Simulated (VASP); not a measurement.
Set up this calculation in VASP 6.6.1, as the native input.

| Quantity | Value |
| --- | --- |
| Task | single point |
| Functional | PBE |
| Potentials or basis | VASP PAW PBE potentials, release 64 (Tl_d, B, Te) |
| Cutoff | 520 eV |
| k mesh | 4 × 4 × 4 |
| Occupations | gaussian, width 0.1 eV |
| Spin | no spin polarisation |
| Dipole correction | no |
| Further INCAR settings | ALGO = Normal; EDIFF = 1e-06; NBANDS = 22 |

The structure of TlBTe2 lies in POSCAR:

```
TlBTe2
1.0
    4.8185523100      0.0000000000      0.0000000000
    0.0000000000      4.8185523100      0.0000000000
    0.0000000000      0.0000000000      4.7264459800
Tl B Te
1 1 2
Direct
    0.0000000000      0.0000000000      0.0000000000
    0.5000000000      0.5000000000      0.0000000000
    0.0000000000      0.5000000000      0.5000000000
    0.5000000000      0.0000000000      0.5000000000
```

The cell was built by a generator and needn't be a form met in nature.

The cell isn't the ideal one: species swapped into the CrCoPt2 type (P4/mmm, No. 123).

The input as run:

INCAR

```
SYSTEM = TlBTe2
  PREC = Accurate
  ENCUT = 520
  EDIFF = 1E-6
  ISMEAR = 0
  SIGMA = 0.1
  LREAL = .False.
  LASPH = .True.
  NELM = 100
  ALGO = Normal
  ISIF = 2
  LWAVE = .False.
  LCHARG = .False.
  GGA = PE
  NBANDS = 22
```

KPOINTS

```
regular mesh
0
Gamma
  4 4 4
  0 0 0
```

Potentials or basis: VASP PAW PBE potentials, release 64 (Tl_d, B, Te).

Command:

```bash
$ cat potpaw_PBE.64/Tl_d/POTCAR potpaw_PBE.64/B/POTCAR potpaw_PBE.64/Te/POTCAR > POTCAR
$ mpirun -np 1 vasp_std > vasp.out
```

Results of the run:

```yaml
Pressure: -1.5 GPa
Band_gap_on_the_k_mesh: none (metal or under the smearing width)
```

Run time: 25 s on 1 thread of AMD EPYC 7R13 Processor (Zen 3) (shared host), peak memory 0.19 GiB.
